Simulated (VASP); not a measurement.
Here is the system:

```
SnTe
1.0
    0.00000     3.22905     3.22905
    3.22905     0.00000     3.22905
    3.22905     3.22905     0.00000
Sn Te
1 1
Direct
  0.00000   0.00000   0.00000
  0.50000   0.50000   0.50000
```

These are revPBE GGA, VASP's PBE PAW potentials (set 64) (plane waves; VASP) values and carry that method's errors. Run with 520 eV cut-off, Gaussian smearing of 0.050 eV, potentials Sn_d Te.

Unless said otherwise, spin-orbit coupling is left out, though it shifts the bands of the heavy elements here.

Task: Give the energies of bands 7 to 13 at the high-symmetry points, in eV from the valence-band maximum.

Result: 
| band | Γ | X | U | L | W |
|---|---|---|---|---|---|
| 7 | -4.88 | -6.35 | -7.12 | -7.91 | -7.09 |
| 8 | -1.92 | -5.03 | -4.66 | -1.60 | -4.34 |
| 9 | -1.92 | -3.36 | -2.90 | -1.60 | -4.34 |
| 10 | -1.92 | -3.36 | -2.48 | 0.00 | -0.78 |
| 11 | 3.25 | 2.53 | 2.92 | 0.13 | 0.91 |
| 12 | 3.25 | 4.63 | 3.00 | 0.52 | 4.62 |
| 13 | 3.25 | 4.63 | 4.30 | 0.52 | 4.62 |

The gap is direct, 0.13 eV, from the valence maximum at L to the conduction minimum at L.

The compound is SnTe in the rock salt structure, which distorts at low temperature. It was relaxed first, which changed the volume by +7 %.
